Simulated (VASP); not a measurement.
Data:

```
GaSb
1.0
    0.00000     3.05572     3.05572
    3.05572     0.00000     3.05572
    3.05572     3.05572     0.00000
Ga Sb
1 1
Cartesian
  0.00000   0.00000   0.00000
  4.58358   4.58358   4.58358
```

Level of theory: PBE GGA, VASP's PBE PAW potentials (set 64) (plane waves; VASP). Numerical set-up: 300 eV cut-off, 9×9×9 Γ-centred mesh, Gaussian smearing of 0.10 eV, potentials Ga_d Sb.

At this cut-off the stress carries a Pulay error, which pulls relaxed volumes low.

Give the stress tensor in GPa (positive for a compressed cell).

```
2.51  0.00  0.00
0.00  2.51  0.00
0.00  0.00  2.51
```
The pressure is its mean diagonal, 2.51 GPa.

The structure comes from a computed database's GaSb entry; how it stands against other phases isn't given here. The cell was not relaxed at this level.
